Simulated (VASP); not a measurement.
An input for Ansatz (written as the equivalent of a VASP run, and not itself run):

Ansatz 0.2 input:
```yaml
crystal:
  lattice:
    - [2.5527390, -6.7457040, 0.0000000]
    - [2.5527390, 6.7457040, 0.0000000]
    - [0.0000000, 0.0000000, 5.0307350]
  atoms:
    - { symbol: Sb, position: [0.5572220, 0.4272490, 0.2523470] }
    - { symbol: Sb, position: [0.4286080, 0.5610200, 0.7454240] }
    - { symbol: Pt, position: [0.8653800, 0.1588810, 0.2541020] }
    - { symbol: Pt, position: [0.1487900, 0.8528500, 0.7481270] }
kpoints:
  mp_grid: { grid: [3, 3, 3] }
hamiltonian:
  xc: pbe
  pseudopotentials: { kind: paw }
scf:
  occupations: { method: fermi_dirac, width: 0.1 }
  max_iter: 100
output: { forces: true, stress: true, eigenvalues: true }
```

### Question
Translate this input to VASP (INCAR, KPOINTS, POSCAR, choice of POTCAR).

### Answer
This is not unique; one that fits is 
### INCAR
```
# general
SYSTEM =SbPt
PREC   =Accurate
ENCUT  =300
LREAL  =.FALSE.
LASPH  =.TRUE.

# electronic loop
EDIFF  =1E-6
NELM   =100
ALGO   =Normal
LMAXMIX=6

# smearing
ISMEAR =-1
SIGMA  =0.1

# functional
GGA    =PE

# ions
ISIF   =2

# output
LWAVE  =.FALSE.
LCHARG =.FALSE.
```

**POSCAR**
```
SbPt
1
    2.5527390000    -6.7457040000     0.0000000000
    2.5527390000     6.7457040000     0.0000000000
    0.0000000000     0.0000000000     5.0307350000
Sb Pt
2 2
Direct
  0.5572220000   0.4272490000   0.2523470000
  0.4286080000   0.5610200000   0.7454240000
  0.8653800000   0.1588810000   0.2541020000
  0.1487900000   0.8528500000   0.7481270000
```

KPOINTS:
```
Automatic mesh
0
Gamma
3 3 3
0 0 0
```

POTCAR, in this order: Sb Pt (PBE.64 set). Program: vasp_std.

The two are equivalent in intent, not identical: each code has its own PAW files, so the cut-off isn't converted (ENCUT is set for VASP's; basis.ecutwfc is left out, and Ansatz then takes the one that its files recommend); Ansatz stops its SCF on the density residual and VASP on the energy change (EDIFF).

The structure was generated: SbPt was put into an ordered model structure, which need not be its known phase. The cell was not relaxed at this level, atoms are displaced from their ideal sites. The k-mesh is coarse (spacing up to 0.44 per Å, 2π included), so the numbers may not be converged in it.
